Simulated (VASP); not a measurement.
The system is TiCo.

```
Ti Co
1.0
     2.98611    0.00000    0.00000
     0.00000    2.98611    0.00000
     0.00000    0.00000    2.98611
Ti Co
1 1
Direct
  0.00000 0.00000 0.00000
  0.50000 0.50000 0.50000
```

The cell comes from a database or a generator and needn't be the stable form of this composition.

```yaml
Program: VASP 6.6.1
Task: relaxation of cell and atoms
Functional: PBEsol
Potentials_or_basis: VASP PAW PBE potentials, release 64 (Ti_sv, Co)
Cutoff: 600 eV
k_mesh: 14 × 14 × 14
Occupations: gaussian, width 0.1 eV
Spin: no spin polarisation
```

At the start: pressure -9.8 GPa; volume 13.31 Å³/atom.

Question: Where does the relaxation end?

Answer: Over 4 steps the energy falls by 23.7 meV/atom and the volume is 12.57 Å³/atom (-5.6 %); space group Pm-3m (No. 221, to 0.05 Å).

The path:
```
step  energy change (eV)  largest force (eV/Å)  pressure (GPa)  volume (Å³)
   1              0.0000                0.0000           -9.80        26.63
   2              0.0173                0.0000           14.09        23.61
   3             -0.0473                0.0000           -0.09        25.18
   4             -0.0473                0.0000            0.04        25.15
```

Final structure:
```yaml
crystal:
  lattice:
    - [2.92980, 0.00000, 0.00000]
    - [0.00000, 2.92980, 0.00000]
    - [0.00000, 0.00000, 2.92980]
  atoms:
    - { symbol: Ti, position: [0.00000, 0.00000, 0.00000] }
    - { symbol: Co, position: [0.50000, 0.50000, 0.50000] }
```

Caveat: the PAW data sets were made with another functional, which shifts forces and pressure a little.
